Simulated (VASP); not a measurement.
Given:

```xyz
2
Lattice="0.0000 1.9969 1.9969 1.9969 0.0000 1.9969 1.9969 1.9969 0.0000" Properties=species:S:1:pos:R:3 pbc="T T T"
Li     0.0000     0.0000     0.0000
F      1.9969     1.9969     1.9969
```

All values below come from PBE GGA with D3 dispersion (Becke-Johnson damping), VASP's PBE PAW potentials (set 64) (plane waves; VASP). Settings: 520 eV cut-off, 13×13×13 Γ-centred mesh, tetrahedra with Blöchl corrections, potentials Li_sv F.

Q: What does the run give for the energy per atom (σ→0), band gap (on the k-mesh) with the smallest direct gap where there is one?

A: 
The band gap (on the k-mesh) comes out as 9.32 eV and the smallest direct gap (on the k-mesh) is 9.32 eV. The energy per atom (σ→0) is -4.998 eV/atom.

Only differences to runs with the same potentials and settings are physical.

The compound is LiF in the rock salt structure. It was relaxed first.
